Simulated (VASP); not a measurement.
Crystal: BaMgPF.

```
CELL_PARAMETERS angstrom
4.30970 0.00000 0.00000
0.00000 4.30970 0.00000
0.00000 0.00000 9.50320
ATOMIC_POSITIONS crystal
Ba 0.50000 0.00000 0.15982
Ba 0.00000 0.50000 0.84018
P 0.50000 0.00000 0.65320
P 0.00000 0.50000 0.34680
Mg 0.50000 0.50000 0.50000
Mg 0.00000 0.00000 0.50000
F 0.50000 0.50000 0.00000
F 0.00000 0.00000 0.00000
```

The cell comes from a database or a generator and needn't be the stable form of this composition.

| Quantity | Value |
| --- | --- |
| Program | VASP 6.6.1 |
| Task | relaxation of cell and atoms |
| Functional | LDA |
| Potentials or basis | VASP PAW LDA potentials, release 64 (Ba_sv, P, Mg, F) |
| Cutoff | 600 eV |
| k mesh | 6 × 6 × 4 |
| Occupations | gaussian, width 0.03 eV |
| Spin | no spin polarisation |

At the start: pressure -2.7 GPa; volume 22.06 Å³/atom.

Question: Where does the relaxation end?

Answer: Over 8 steps the energy falls by 9.8 meV/atom and the volume is 20.95 Å³/atom (-5.0 %); space group P4/nmm (No. 129, to 0.05 Å).

The path:
```tsv
step	energy change (eV)	largest force (eV/Å)	pressure (GPa)	volume (Å³)
1	0.0000	0.0884	-2.75	176.51
2	-0.0650	0.2493	0.71	167.02
3	-0.0691	0.1858	-0.04	168.81
4	-0.0746	0.1231	-0.03	168.31
5	-0.0777	0.0623	0.03	167.36
6	-0.0778	0.0342	0.01	167.53
7	-0.0781	0.0217	0.00	167.56
8	-0.0783	0.0050	-0.03	167.61
```

Final structure:
```
Ba P Mg F
1.0
     4.24811    0.00000    0.00000
     0.00000    4.24811    0.00000
     0.00000    0.00000    9.28750
Ba P Mg F
2 2 2 2
Direct
  0.50000 0.00000 0.16117
  0.00000 0.50000 0.83883
  0.50000 0.00000 0.65590
  0.00000 0.50000 0.34410
  0.50000 0.50000 0.50000
  0.00000 0.00000 0.50000
  0.50000 0.50000 0.00000
  0.00000 0.00000 0.00000
```
